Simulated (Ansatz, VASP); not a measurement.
**Cross-check of Ge (Germanium) between VASP and Ansatz**

Wanted: the spread between two codes on one cell, functional and k mesh. The cell is taken from a series of VASP runs on this material, whose earlier steps may have relaxed, scaled or displaced it; both programs get it as it stands.

Main program and level: Ansatz 0.2.0; plane waves, with VASP 6.6.1 beside it; relaxation of cell and atoms at LDA and band structure at HSE06, spin-orbit coupling.

## Step 1: Set-up

The structure is cubic, space group Fd-3m (No. 227). The conventional cell has a = 5.616 Å, b = 5.616 Å, c = 5.616 Å, α = 90.00°, β = 90.00°, γ = 90.00°. Nearest to Ge lie 4 Ge at 2.43 Å.

Structure file:

```xyz
2
Lattice="0.0000 2.8078 2.8078 2.8078 0.0000 2.8078 2.8078 2.8078 0.0000" Properties=species:S:1:pos:R:3 pbc="T T T"
Ge    4.2117    4.2117    4.2117
Ge    2.8078    2.8078    2.8078
```

## Step 2: VASP: relaxation of cell and atoms, LDA

The relaxed volume is the usual yardstick between codes: its relative difference is about their pressure difference at one cell divided by the bulk modulus.

Lines of VASP's logs that name or quote its potential files are left out, and so is its time.

INCAR

```
SYSTEM = Ge
PREC = Accurate
ENCUT = 450
EDIFF = 1E-06
NELM = 100
ISMEAR = 0
SIGMA = 0.03
LREAL = .FALSE.
ALGO = Normal
GGA = CA
NBANDS = 20
LORBIT = 11
LWAVE = .FALSE.
LCHARG = .FALSE.
KPAR = 8
IBRION = 2
NSW = 50
ISIF = 3
EDIFFG = -0.006
```

POSCAR

```
Ge
1.0
    0.0000000000      2.8077696885      2.8077696885
    2.8077696885      0.0000000000      2.8077696885
    2.8077696885      2.8077696885      0.0000000000
Ge
2
Direct
    0.7500000000      0.7500000000      0.7500000000
    0.5000000000      0.5000000000      0.5000000000
```

KPOINTS

```
Automatic mesh
0
Gamma
6 6 6
0 0 0
```

Potentials, in the order of the species: Ge_d (LDA family, release 64).

Launch:

```bash
$ mpirun -np 8 vasp_std
```

Numbers of over 12 decimals in the logs are rounded to 6 here.

Log:

```text
[banner, memory and clock lines left out]
running    8 mpi-ranks, on    1 nodes
 distrk:  each k-point on    1 cores,    8 groups
 distr:  one band on    1 cores,    1 groups

 POSCAR found type information on POSCAR Ge
 POSCAR found :  1 types and       2 ions
|                                                                             |
|           W    W    AA    RRRRR   N    N  II  N    N   GGGG   !!!           |
|           W    W   A  A   R    R  NN   N  II  NN   N  G    G  !!!           |
|           W    W  A    A  R    R  N N  N  II  N N  N  G       !!!           |
|           W WW W  AAAAAA  RRRRR   N  N N  II  N  N N  G  GGG   !            |
|           WW  WW  A    A  R   R   N   NN  II  N   NN  G    G                |
|           W    W  A    A  R    R  N    N  II  N    N   GGGG   !!!           |
|                                                                             |
|     For optimal performance we recommend to set                             |
|       NCORE = 2 up to number-of-cores-per-socket                            |
|     NCORE specifies how many cores store one orbital (NPAR=cpu/NCORE).      |
|     This setting can greatly improve the performance of VASP for DFT.       |
|     The default, NCORE=1 might be grossly inefficient on modern             |
|     multi-core architectures or massively parallel machines. Do your        |
|     Unfortunately you need to use the default for GW and RPA                |
|     calculations (for HF NCORE is supported but not extensively tested      |
|     yet).                                                                   |
|                                                                             |

 LDA part: xc-table for (Slater(with rela. corr.)+CA(PZ))
 , standard interpolation
 POSCAR, INCAR and KPOINTS ok, starting setup
 FFT: planning ... GRIDC
 FFT: planning ... GRID_SOFT
 FFT: planning ... GRID
 WAVECAR not read
 entering main loop
       N       E                     dE             d eps       ncg     rms          rms(c)
DAV:   1     0.177293047838E+03    0.17729E+03   -0.14073E+04   684   0.350E+03
DAV:   2     0.138180923362E+02   -0.16347E+03   -0.15923E+03   644   0.559E+02
DAV:   3    -0.983222104852E+01   -0.23650E+02   -0.23506E+02   748   0.139E+02
DAV:   4    -0.105228434559E+02   -0.69062E+00   -0.69038E+00   700   0.284E+01
DAV:   5    -0.105337197511E+02   -0.10876E-01   -0.10876E-01   736   0.381E+00    0.341E+00
DAV:   6    -0.104063694845E+02    0.12735E+00   -0.39972E-02   720   0.170E+00    0.196E+00
DAV:   7    -0.103424293560E+02    0.63940E-01   -0.82161E-02   684   0.214E+00    0.145E-01
DAV:   8    -0.103432022683E+02   -0.77291E-03   -0.61269E-03   712   0.869E-01    0.473E-02
DAV:   9    -0.103432424690E+02   -0.40201E-04   -0.97838E-05   748   0.107E-01    0.137E-02
DAV:  10    -0.103432389358E+02    0.35332E-05   -0.94505E-06   860   0.430E-02    0.431E-03
DAV:  11    -0.103432388305E+02    0.10534E-06   -0.89350E-07   508   0.790E-03
   1 F= -.10343239E+02 E0= -.10343193E+02  d E =-.103432E+02
 curvature:   0.00 expect dE= 0.000E+00 dE for cont linesearch  0.000E+00
 trial: gam= 0.00000 g(F)=  0.376E-45 g(S)=  0.735E-05 ort = 0.000E+00 (trialstep = 0.100E+01)
 search vector abs. value=  0.735E-05
 reached required accuracy - stopping structural energy minimisation
```

OUTCAR, selected parts (step 2):

```text
ion  position               nearest neighbor table
   1  0.750  0.750  0.750-   2 2.43   2 2.43   2 2.43   2 2.43
   2  0.500  0.500  0.500-   1 2.43   1 2.43   1 2.43   1 2.43

  LATTYP: Found a face centered cubic cell.
 ALAT       =     5.6155393770

 Subroutine GETGRP returns: Found 48 space group operations
 (whereof 24 operations were pure point group operations)

The static configuration has the point symmetry T_d .
 The point group associated with its full space group is O_h .

 Found     16 irreducible k-points:

   k-points           NKPTS =     16   k-points in BZ     NKDIM =     16   number of bands    NBANDS=     20

   dimension x,y,z NGX =    28 NGY =   28 NGZ =   28
   dimension x,y,z NGXF=    56 NGYF=   56 NGZF=   56

   ENCUT  =  450.0 eV  33.07 Ry    5.75 a.u.   6.87  6.87  6.87*2*pi/ulx,y,z

   NELECT =      28.0000    total number of electrons

 k-points in reciprocal lattice and weights: Automatic mesh
   0.00000000  0.00000000  0.00000000       0.005
   0.16666667  0.00000000  0.00000000       0.037
   0.33333333  0.00000000  0.00000000       0.037
   0.50000000  0.00000000  0.00000000       0.019
   0.16666667  0.16666667  0.00000000       0.028
   0.33333333  0.16666667  0.00000000       0.111
   0.50000000  0.16666667  0.00000000       0.111
  -0.33333333  0.16666667  0.00000000       0.111
  -0.16666667  0.16666667  0.00000000       0.056
[...]
-0.33333333  0.33333333  0.16666667       0.111
  -0.33333333  0.50000000  0.16666667       0.056

 average (electrostatic) potential at core
       1 -75.1995       2 -75.1995

 E-fermi :   4.9922

 k-point     1 :       0.0000    0.0000    0.0000
  band No.  band energies     occupation
    ...
     10     -19.7415      2.00000
     11      -8.0230      2.00000
     12       4.9552      1.91848
     13       4.9552      1.91848
     14       4.9552      1.91848
     15       5.0169      0.24454
     16       7.4874      0.00000
     17       7.4874      0.00000
     18       7.4874      0.00000
     19      11.2126      0.00000
    ...

 k-point     2 :       0.1667    0.0000    0.0000
  band No.  band energies     occupation
    ...
     10     -19.7270      2.00000
     11      -7.6795      2.00000
     12       1.7426      2.00000
     13       4.4165      2.00000
     14       4.4165      2.00000
     15       5.8932      0.00000
     16       8.1955      0.00000
     17       8.1955      0.00000
     18       9.1214      0.00000
     19      12.6633      0.00000
    ...

 k-point     3 :       0.3333    0.0000    0.0000
  band No.  band energies     occupation
    ...
     10     -19.7163      2.00000
     11      -6.7252      2.00000
     12      -1.2389      2.00000
     13       3.7572      2.00000
     14       3.7572      2.00000
     15       5.3186      0.00000
     16       8.7227      0.00000
     17       8.7227      0.00000
     18      11.9566      0.00000
     19      12.7130      0.00000
    ...

  Total        0.0100767      0.0100767      0.0100767     -0.0000000      0.0000000      0.0000000
  in kB        0.3646829      0.3646829      0.3646829     -0.0000000      0.0000000      0.0000000
  external PRESSURE =       0.3646829 kB  Pullay stress =       0.0000000 kB

  energy-cutoff  :      450.00
  volume of cell :       44.27
      direct lattice vectors                 reciprocal lattice vectors
     0.000000000  2.807769689  2.807769689    -0.178077284  0.178077284  0.178077284
     2.807769689  0.000000000  2.807769689     0.178077284 -0.178077284  0.178077284
     2.807769689  2.807769689  0.000000000     0.178077284  0.178077284 -0.178077284

 POSITION                                       TOTAL-FORCE (eV/Angst)
 -----------------------------------------------------------------------------------
      4.21165      4.21165      4.21165         0.000000      0.000000      0.000000
      2.80777      2.80777      2.80777        -0.000000     -0.000000     -0.000000
 -----------------------------------------------------------------------------------
    total drift:                                0.000000      0.000000      0.000000

  FREE ENERGIE OF THE ION-ELECTRON SYSTEM (eV)
  ---------------------------------------------------
  free  energy   TOTEN  =       -10.3432388305 eV

  energy  without entropy=      -10.3431474420  energy(sigma->0) =      -10.34319314

 reached required accuracy - stopping structural energy minimisation

 total charge
# of ion       s       p       d       tot
------------------------------------------
    1        1.132   1.296  10.027  12.454
    2        1.132   1.296  10.027  12.454
--------------------------------------------------
tot          2.263   2.592  20.053  24.909

[... 3 further parts left out ...]
```

CONTCAR:

```
Ge
   1.00000000000000
     0.0000000000000000    2.8077696885000001    2.8077696885000001
     2.8077696885000001    0.0000000000000000    2.8077696885000001
     2.8077696885000001    2.8077696885000001    0.0000000000000000
  Ge
     2
Direct
     0.7500000000000000    0.7500000000000000    0.7500000000000000
     0.5000000000000000    0.5000000000000000    0.5000000000000000
```

## Step 3: Ansatz: relaxation of cell and atoms, LDA

Ansatz runs on its default PAW (the set named soft_2) files.

The same cell, functional (in two slightly different forms), mesh and smearing now go to Ansatz, which takes its cutoff from its data sets.

input.yaml

```yaml
crystal:
  lattice:
    - [0.0, 2.8077696885, 2.8077696885]
    - [2.8077696885, 0.0, 2.8077696885]
    - [2.8077696885, 2.8077696885, 0.0]
  atoms:
    - { symbol: Ge, position: [0.75, 0.75, 0.75] }
    - { symbol: Ge, position: [0.5, 0.5, 0.5] }
hamiltonian:
  xc: lda
  pseudopotentials: { kind: paw }
kpoints:
  mp_grid: { grid: [6, 6, 6] }
scf:
  occupations: { method: gaussian, width: 0.03 }
relax:
  f_tol: 0.01
  max_steps: 60
  cell: { stress_tol: 0.05 }
output:
  forces: true
  stress: true
```

Launch:

```bash
$ ansatz run input.yaml --threads 4 --pin off --max-ram 9216MiB --backend cpu --events-out ev --progress --plain --runs-dir out
```

Log:

```text
Engine: ansatz 0.2.0, aarch64-unknown-linux-gnu
Pseudopotentials: kind: paw
Pseudopotential: Ge, paw, valence charge 14, recommended cutoff 420 eV (normal), Ge.paw.azcp
Functional definition: SPW92
  exchange = slater_x
  correlation = pw_c
Crystal: 2 atoms, lattice volume = 44.271 Å³
Basis set: ecut = 420 eV, 893 PW (Γ)
Bands: 18, of which v1, the nominal top of the filled ones, is band 14 counted from 1 (13 counted from 0)
Symmetry: 48 space group operations
Space group: Fd-3m (ITA 227), of the structure as read, at distance tolerance 3.5e-5 Å
k-points: 16 of 216
Non-local potential: Ge, projectors of the file, l = 0: 2, l = 1: 2, l = 2: 3, l = 3: 1
PAW form: soft (Blöchl's): semilocal exchange-correlation on the pseudo side does not see the compensation charge
PAW frozen core: Ge, regenerated for the run's functional, and the local potential with it (the file was generated under x = pbe(κ = 0.804, μ = 0.219515), c = pbe(β = 0.066725))
PAW one-centre angular grid: Ge, 590 points (default); XC on 64 Gauss nodes
Initial density: superposition of atomic densities (neutral atoms: chi_scale 0, normalization atom), corrected by the library's trained network
Initial wavefunctions: pseudopotential atomic-orbital guess
Functional: x = slater, c = lda
SCF iter   1: F=—  HF=-8431.393796 eV  |F-HF|=—  |Δ(HF+E_count)|=         —  Δρ=4.50e-3  dr2=3.68e-3  ethr=1.77e-3  ⟨swp⟩=6.0  Hψ=1319  notcnv=0
preconditioner: auto → none  [insulator: Δε(μ)=0.108 eV  Ē_g=23.555 eV  σ=0.030 eV  W_gap=0.68  n_scr=14 (ndim 8)  ℏωp=29.5 eV  f_vac=0.068  D(μ)=0.55/eV (n_scr^D=0)  ε∞_Penn≈2.6]
SCF iter   2: F=—  HF=-8431.391825 eV  |F-HF|=—  |Δ(HF+E_count)|=   1.97e-3  Δρ=2.29e-3  dr2=7.94e-4  ethr=1.31e-5  ⟨swp⟩=1.7  Hψ=457  notcnv=0
SCF iter   3: F=—  HF=-8431.391751 eV  |F-HF|=—  |Δ(HF+E_count)|=   7.41e-5  Δρ=5.81e-4  dr2=7.54e-5  ethr=2.84e-6  ⟨swp⟩=2.0  Hψ=451  notcnv=0
SCF iter   4: F=—  HF=-8431.391645 eV  |F-HF|=—  |Δ(HF+E_count)|=   1.06e-4  Δρ=1.87e-4  dr2=1.00e-5  ethr=2.69e-7  ⟨swp⟩=2.0  Hψ=480  notcnv=0
SCF iter   5: F=—  HF=-8431.391632 eV  |F-HF|=—  |Δ(HF+E_count)|=   1.26e-5  Δρ=6.19e-5  dr2=6.18e-7  ethr=3.58e-8  ⟨swp⟩=2.0  Hψ=513  notcnv=0
SCF iter   6: F=—  HF=-8431.391631 eV  |F-HF|=—  |Δ(HF+E_count)|=   5.12e-7  Δρ=2.44e-5  dr2=1.08e-7  ethr=3.57e-10  ⟨swp⟩=3.8  Hψ=834  notcnv=0
SCF iter   7: F=-8431.391631 eV  HF=-8431.391631 eV  |F-HF|=5.32e-9  |Δ(HF+E_count)|=   1.09e-7  Δρ=3.60e-6  dr2=2.37e-9  ethr=3.57e-10  ⟨swp⟩=4.0  Hψ=975  notcnv=0
SCF 1 converged in 7 iterations: F = -8431.391631 eV  dr2 = 2.37e-9
  greatest PAW one-centre occupation: 0.998 electrons in one spin orbital (limit 2), on the Ge atom at site 1 (counted from 0), in its partial waves of l = 2
relax step   1: F+E_penalty+E_count = -8431.39163136 eV  Δ(F+E_penalty+E_count) = +0.000e0 eV  max|allowed force component| = 1.156e-17 eV/Å  Δτ_max = 0.0000 Å  P = +0.230 GPa  Ω = 44.271 Å³  (7 SCF iters, dr2 threshold 1.00e-7 eV, accepted)
[...]
relax step   2: F+E_penalty+E_count = -8431.39173773 eV  Δ(F+E_penalty+E_count) = -1.064e-4 eV  max|allowed force component| = 1.018e-16 eV/Å  Δτ_max = 0.0000 Å  P = +0.124 GPa  Ω = 44.383 Å³  energy of the carried Pulay correction = -1.921e-5 eV  (3 SCF iters, dr2 threshold 1.33e-7 eV, accepted)
[...]
relax step   3: F+E_penalty+E_count = -8431.39175131 eV  Δ(F+E_penalty+E_count) = -1.358e-5 eV  max|allowed force component| = 8.789e-17 eV/Å  Δτ_max = 0.0000 Å  P = -0.048 GPa  Ω = 44.515 Å³  energy of the carried Pulay correction = -4.182e-5 eV  (3 SCF iters, dr2 threshold 3.87e-8 eV, accepted)
[...]
relax step   4: F+E_penalty+E_count = -8431.39180994 eV  Δ(F+E_penalty+E_count) = -5.863e-5 eV  max|allowed force component| = 7.401e-17 eV/Å  Δτ_max = 0.0000 Å  P = -0.049 GPa  Ω = 44.515 Å³  stress off target by 4.93e-2 GPa  SCF on the basis re-selected at this cell (its energy is not comparable with the rows above)  (5 SCF iters)
basis re-selected at this cell: Δ(F+E_penalty+E_count) = -5.863e-5 eV, ΔP = -0.002 GPa vs the last step (what re-selecting the basis moved, of the pressure what is left beyond the Pulay correction that the steps carried, after the strain that the cell walked since its last selection, with what the two solves' SCF thresholds leave and, on support functions, any second-order correction that the steps lacked; it is no m [...]
SCF converged after 5 iterations
Free energy (F): -8431.391810 eV
Harris-Foulkes:  -8431.391810 eV  (|F-HF|=1.82e-12)
Internal energy: -8431.391588 eV  (E = F + TS)
E sigma→0 (E₀):  -8431.391699 eV
Entropy (-TS):   -0.000222 eV (-0.111 meV/atom)
Fermi energy:    8.506873 eV
--- Per-component energies (eV) ---
  E_band       = -303.982977
  E_kinetic    = 224.644798
  E_local      = -4927.746488  (includes V_loc(G=0)·N_el)
  E_nonlocal   = 843.591098
  E_hartree    = 2160.483281
  E_xc         = -150.832951
  E_vxc        = -130.814496  (∫ρ·V_xc dr)
  E_paw        = -3882.952084  (= ΣΔE_a)
  E_vpaw       = -634.625059  (= ΣTr[D̂ρ^β])
  E_aug_tail   = 0.000626  (compensation charges beyond the density's cutoff)
  E_ewald      = -2702.396521
  E_core_change = 3.816652  (= ΣΔE_core)
  E_smearing   = -0.000222  (= −TS)
  E_closure    = -0.000000  (closes the sum)
  Σ components = -8431.391810   (vs F -8431.391810, Δ=0.00e0)
--- Forces (eV/Å), atoms counted from 1 ---
  atom   1  Ge     0.00000000     0.00000000     0.00000000
  atom   2  Ge    -0.00000000    -0.00000000    -0.00000000
  max |Σ_I F_I| component: 2.31e-17 eV/Å
--- Stress (GPa, compression-positive) ---
       -0.049261      -0.000000      -0.000000
       -0.000000      -0.049261      -0.000000
       -0.000000      -0.000000      -0.049261
  P = ⅓ Tr σ = -0.0493 GPa (-0.493 kbar)
--- Relaxed structure (3 steps of the walk, 3 accepted, 1 SCFs on fresh bases) ---
  F+E_penalty+E_count = -8431.39180994 eV   max|allowed force component| = 7.401e-17 eV/Å   (the final SCF, on the basis selected at the relaxed cell)
  cell:  # Å, volume = 44.5152 Å³
    - [0, 2.812934, 2.812934]
    - [2.812934, 0, 2.812934]
    - [2.812934, 2.812934, 0]
  atoms:
    - { symbol: Ge, position: [0.750000, 0.750000, 0.750000] }
    - { symbol: Ge, position: [0.500000, 0.500000, 0.500000] }
```

The job ended after 1.7 s (4 threads of Arm Neoverse V1, shared host; peak memory 0.29 GiB; 4 s of CPU time).

## Step 4: Comparison

Known differences besides the potentials themselves: the two LDA forms differ slightly; both relaxations stop at a tolerance, which leaves soft axes loose, and VASP keeps its plane-wave basis; the cutoff is 420 eV in Ansatz and 450 eV in VASP; VASP's log shows a relativistic correction to its local exchange, Ansatz's none; Ansatz adds a Pulay correction to the stress that steers its cell, VASP none. Total energies have different zeros and are not compared.

The two programs side by side:

```tsv
quantity	Ansatz	VASP	difference
volume (Å³)	44.52	44.27	+0.55 %
edge a after relaxation, in the typed setting (Å)	3.978	3.971	+0.18 %
```

The walks stopped with -0.05 GPa left in Ansatz and 0.04 GPa in VASP; each walk ends within a tolerance, so the volume difference is uncertain by about these residues over the bulk modulus, most in soft cells.

## Step 5: Ansatz: band structure, HSE06, spin-orbit coupling

The same path points are solved in both programs, so levels can be compared one by one. The cell compared in this pair holds 45.28 Å³, against 44.27 Å³ for the pair before.

The cell is taken from a series of VASP runs on this material, whose earlier steps may have relaxed, scaled or displaced it; both programs get it as it stands.

input.yaml

```yaml
crystal:
  lattice:
    - [0.0, 2.82891, 2.82891]
    - [2.82891, 0.0, 2.82891]
    - [2.82891, 2.82891, 0.0]
  atoms:
    - { symbol: Ge, position: [0.75, 0.75, 0.75] }
    - { symbol: Ge, position: [0.5, 0.5, 0.5] }
hamiltonian:
  xc: { exchange: pbe, correlation: pbe, exx: { coeff: 0.25, omega: 0.2 } }
  pseudopotentials: { kind: paw_fr }
magnetization:
  noncollinear: true
  spin_orbit: true
kpoints:
  mp_grid: { grid: [5, 5, 5] }
  band_path:
    path:
      - [0.0, 0.0, 0.0]
      - [0.5, 0.0, 0.5]
      - [0.5, 0.22222, 0.72222]
      - [0.40278, 0.34722, 0.75]
      - [0.125, 0.125, 0.25]
      - [0.27778, 0.27778, 0.27778]
      - [0.5, 0.5, 0.5]
      - [0.55556, 0.38889, 0.55556]
      - [0.58333, 0.25, 0.66667]
      - [0.5, 0.30556, 0.69444]
      - [0.48611, 0.48611, 0.52778]
      - [0.625, 0.25, 0.625]
      - [0.5, 0.0, 0.5]
    npoints: 1
scf:
  occupations: { method: gaussian, width: 0.03 }
  n_extra_bands: 14
output:
  forces: true
  stress: true
  eigenvalues: true
  write_density: true
  write_potential: true
  elf: true
  volumetric_format: npy
```

Log:

```text
[...]
k-point 0: bands = [... 24 lower, 8.3539, 8.3539, 8.3539, 8.3539, 9.1593, 9.1593, 11.3364, 11.3364, ... 10 higher]
  k-point 1: bands = [... 24 lower, 7.4351, 7.4351, 7.6399, 7.6399, 9.8140, 9.8140, 12.3383, 12.3383, ... 10 higher]
  k-point 2: bands = [... 24 lower, 6.7191, 6.7191, 6.9223, 6.9223, 9.1804, 9.1804, 12.7075, 12.7075, ... 10 higher]
  k-point 9: bands = [... 24 lower, 3.8365, 3.8365, 4.9012, 4.9012, 12.3110, 12.3110, 12.6560, 12.6560, ... 10 higher]
[key lines of the parts left out:]
Magnetization: |M| = 0.0000 μB,  M = (+0.0000, +0.0000, +0.0000) μB
Free energy (F): -8590.279218 eV
Fermi energy:    8.756966 eV
P = ⅓ Tr σ = 0.9933 GPa (9.933 kbar)
```

Run time: 4.8 min. Hardware: 4 threads; peak memory 1.2 GiB; 18 min of CPU time.

(Part 1 of 2 ends here.)

[Lines on the potential files, build, host, timing and source positions are cut from VASP's logs without a mark.]

[Logs are printed without paths, hosts, clocks, repeated set-up lines and the standing remarks that a program may print on its own settings, such as how far it seeks lower states.]

[Hosts, paths, dates, database ids (printed as entryN), source tags and the programs' standing remarks are cut or masked in the printed files.]
